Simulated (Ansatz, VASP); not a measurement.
PtC in VASP and in Ansatz

The input INCAR:

```
  PREC = Accurate
  ENCUT = 520
  EDIFF = 1E-8
  ISMEAR = -1
  SIGMA = 0.03
  LREAL = False
  LASPH = True
  NELM = 100
  ALGO = Normal
  ISIF = 2
  LWAVE = False
  LCHARG = False
  GGA = PE
  LEFG = True
  NBANDS = 14
```

The input KPOINTS:

```
regular mesh
0
Gamma
  13 13 13
```

Contents of POSCAR:

```
PtC
1.0
    0.0000000000      2.2476858285      2.2476858285
    2.2476858285      0.0000000000      2.2476858285
    2.2476858285      2.2476858285      0.0000000000
Pt C
1 1
Direct
    0.0000000000      0.0000000000      0.0000000000
    0.5000000000      0.5000000000      0.5000000000
```

Input for Ansatz:

```yaml
crystal:
  lattice:
    - [0.0, 2.2476858285, 2.2476858285]
    - [2.2476858285, 0.0, 2.2476858285]
    - [2.2476858285, 2.2476858285, 0.0]
  atoms:
    - { symbol: Pt, position: [0.0, 0.0, 0.0] }
    - { symbol: C, position: [0.5, 0.5, 0.5] }
kpoints:
  mp_grid: { grid: [13, 13, 13] }
scf:
  occupations: { method: fermi_dirac, width: 0.03 }
hamiltonian:
  xc: pbe
  pseudopotentials: { kind: paw }
output:
  forces: true
  stress: true
  eigenvalues: true
  efg: { contact_densities: true }
```

Change from the starting cell: volume scaled by 1.02, PAW files.

Alike in both runs: task electric field gradients; functional PBE; k mesh 13 × 13 × 13; occupations fermi-dirac, width 0.03 eV; no spin polarisation.

|  | VASP | Ansatz |
| --- | --- | --- |
| version | VASP 6.6.1 | Ansatz 0.2.0 |
| potentials or method | VASP PAW PBE potentials, release 64 (Pt, C) | PAW with Ansatz's default frozen-core files, scalar-relativistic |
| plane-wave cutoff (eV) | 520 | 420 |
| valence electrons in the cell | 14 | 22 |

|  | VASP | Ansatz | Ansatz less VASP |
| --- | --- | --- | --- |
| pressure (GPa) | -5.0 | -4.9 | +0.10 |
| Vzz of the field gradient on the site that differs most (V/Å²) | 0.0 | 0.0 | 0.00 |

The functional is the same, so the differences come from potentials, cutoffs and numerics. The two sets of potentials don't hold the same shells in valence. Ansatz warned: «gradients_without_spin_orbit».

Spin-orbit coupling is left out, which matters for the levels of Pt.
